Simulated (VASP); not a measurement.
Output of a VASP run:

File OSZICAR:
```
...
       N       E                     dE             d eps       ncg     rms          rms(c)
DAV:   1    -0.984223950386E+01   -0.29471E-01   -0.50970E+00   364   0.133E+01    0.137E+00
DAV:   2    -0.985793241966E+01   -0.15693E-01   -0.23231E-01   414   0.310E+00    0.418E-01
DAV:   3    -0.985457740258E+01    0.33550E-02   -0.65730E-03   454   0.568E-01    0.240E-01
DAV:   4    -0.985414077541E+01    0.43663E-03   -0.42053E-03   404   0.393E-01    0.877E-02
DAV:   5    -0.985417239621E+01   -0.31621E-04   -0.52970E-04   389   0.172E-01    0.316E-02
DAV:   6    -0.985416684237E+01    0.55538E-05   -0.53126E-05   474   0.520E-02    0.107E-02
DAV:   7    -0.985416860830E+01   -0.17659E-05   -0.42558E-06   399   0.174E-02    0.614E-03
DAV:   8    -0.985416990645E+01   -0.12981E-05   -0.32801E-06   374   0.168E-02    0.252E-03
DAV:   9    -0.985416997618E+01   -0.69729E-07   -0.19599E-07   464   0.315E-03
   2 F= -.98541700E+01 E0= -.98541700E+01  d E =-.414016E-01
       N       E                     dE             d eps       ncg     rms          rms(c)
DAV:   1    -0.985444943492E+01   -0.27953E-03   -0.42515E-02   364   0.121E+00    0.134E-01
DAV:   2    -0.985459237520E+01   -0.14294E-03   -0.19289E-03   399   0.285E-01    0.327E-02
DAV:   3    -0.985456908555E+01    0.23290E-04   -0.48279E-05   464   0.492E-02    0.189E-02
DAV:   4    -0.985456794491E+01    0.11406E-05   -0.36094E-05   394   0.363E-02    0.678E-03
DAV:   5    -0.985456902707E+01   -0.10822E-05   -0.44483E-06   389   0.158E-02    0.315E-03
DAV:   6    -0.985456919663E+01   -0.16955E-06   -0.47429E-07   464   0.485E-03    0.986E-04
DAV:   7    -0.985456915095E+01    0.45676E-07   -0.44979E-08   272   0.191E-03
   3 F= -.98545692E+01 E0= -.98545692E+01  d E =-.418008E-01
       N       E                     dE             d eps       ncg     rms          rms(c)
DAV:   1    -0.985712369396E+01   -0.25545E-02   -0.72135E-02   364   0.158E+00    0.168E-01
DAV:   2    -0.985621718383E+01    0.90651E-03   -0.23481E-03   444   0.316E-01    0.843E-02
DAV:   3    -0.985594595729E+01    0.27123E-03   -0.95170E-04   459   0.182E-01    0.306E-02
DAV:   4    -0.985594906983E+01   -0.31125E-05   -0.86652E-05   404   0.618E-02    0.139E-02
DAV:   5    -0.985595094109E+01   -0.18713E-05   -0.62889E-06   419   0.187E-02    0.405E-03
DAV:   6    -0.985595192208E+01   -0.98100E-06   -0.10419E-06   389   0.817E-03    0.205E-03
DAV:   7    -0.985595233932E+01   -0.41723E-06   -0.41913E-07   384   0.563E-03    0.590E-04
DAV:   8    -0.985595237394E+01   -0.34622E-07   -0.19224E-08   332   0.136E-03
   4 F= -.98559524E+01 E0= -.98559524E+01  d E =-.138322E-02
       N       E                     dE             d eps       ncg     rms          rms(c)
DAV:   1    -0.985853360370E+01   -0.25813E-02   -0.12202E-01   364   0.205E+00    0.219E-01
DAV:   2    -0.985699616324E+01    0.15374E-02   -0.39798E-03   444   0.412E-01    0.109E-01
DAV:   3    -0.985653662488E+01    0.45954E-03   -0.16144E-03   454   0.238E-01    0.399E-02
DAV:   4    -0.985654176737E+01   -0.51425E-05   -0.14802E-04   414   0.808E-02    0.182E-02
DAV:   5    -0.985654477424E+01   -0.30069E-05   -0.10659E-05   409   0.245E-02    0.519E-03
DAV:   6    -0.985654633531E+01   -0.15611E-05   -0.17432E-06   394   0.105E-02    0.267E-03
DAV:   7    -0.985654698104E+01   -0.64573E-06   -0.70998E-07   384   0.735E-03    0.755E-04
DAV:   8    -0.985654703113E+01   -0.50087E-07   -0.31146E-08   337   0.172E-03
   5 F= -.98565470E+01 E0= -.98565470E+01  d E =-.197788E-02
```

File OUTCAR:
```
------------------------ aborting loop because EDIFF is reached ----------------------------------------
  FORCE on cell =-STRESS in cart. coord.  units (eV):
  Direction    XX          YY          ZZ          XY          YZ          ZX
  --------------------------------------------------------------------------------------
  Total        0.0739468      0.0739468      0.0635654      0.0000000      0.0000000      0.0000000
  in kB        0.7360961      0.7360961      0.6327562      0.0000000      0.0000000      0.0000000
  external PRESSURE =       0.7016494 kB  Pullay stress =       0.0000000 kB
  volume of cell :      160.95
      direct lattice vectors                 reciprocal lattice vectors
     3.050007450 -5.282767831  0.000000000     0.163934026 -0.094647355 -0.000000000
     3.050007450  5.282767831 -0.000000000     0.163934026  0.094647355  0.000000000
     0.000000000 -0.000000000  4.994623829     0.000000000  0.000000000  0.200215278
 POSITION                                       TOTAL-FORCE (eV/Angst)
 -----------------------------------------------------------------------------------
      0.48837      0.84589      3.32975         0.002481      0.004297     -0.000000
      5.12327      0.00000      0.00000        -0.004962      0.000000     -0.000000
      0.48837     -0.84589      1.66487         0.002481     -0.004297      0.000000
 -----------------------------------------------------------------------------------
    total drift:                               -0.000058     -0.000493      0.000001
  FREE ENERGIE OF THE ION-ELECTRON SYSTEM (eV)
  ---------------------------------------------------
  free  energy   TOTEN  =        -9.8565470311 eV

  energy  without entropy=       -9.8565470311  energy(sigma->0) =       -9.85654703

 reached required accuracy - stopping structural energy minimisation
```
(Selected blocks of OUTCAR.)

POSCAR:
```
Se
1
    3.0834472921    -5.3406873365     0.0000000000
    3.0834472921     5.3406873365     0.0000000000
    0.0000000000     0.0000000000     4.8868783368
Se
3
Direct
  1.0000000000   0.1554816998   0.6666670000
  0.8445183001   0.8445183001   0.0000000000
  0.1554816998   1.0000000000   0.3333330000
```

### Question
Reconstruct the remaining input files.

### Answer
One answer among several that fit: the input of the run itself, revPBE GGA, plane waves, VASP's PBE PAW potentials (set 64).

**INCAR**
```
ALGO=Normal
EDIFF=1E-7
EDIFFG=-0.01
ENCUT=520
GGA=RE
IBRION=2
ISIF=4
ISMEAR=0
LASPH=.True.
LCHARG=.False.
LMAXMIX=4
LREAL=.False.
LWAVE=.False.
NELM=100
NSW=30
PREC=Accurate
SIGMA=0.05
SYSTEM=Se
```

**KPOINTS**
```
Automatic mesh
0
G
 4 4 5
0 0 0
```

POTCAR, in this order: Se (PBE.64 set). Program: vasp_std.

Without a dispersion term in the relaxation, distances and binding between the weakly bound layers, chains or molecules are unreliable, and so is what depends on them.

The compound is Se in the trig structure. This cell is one point of a volume scan, at 0.94 of the reference volume. Symmetry was kept, so distortions that lower it aren't found.
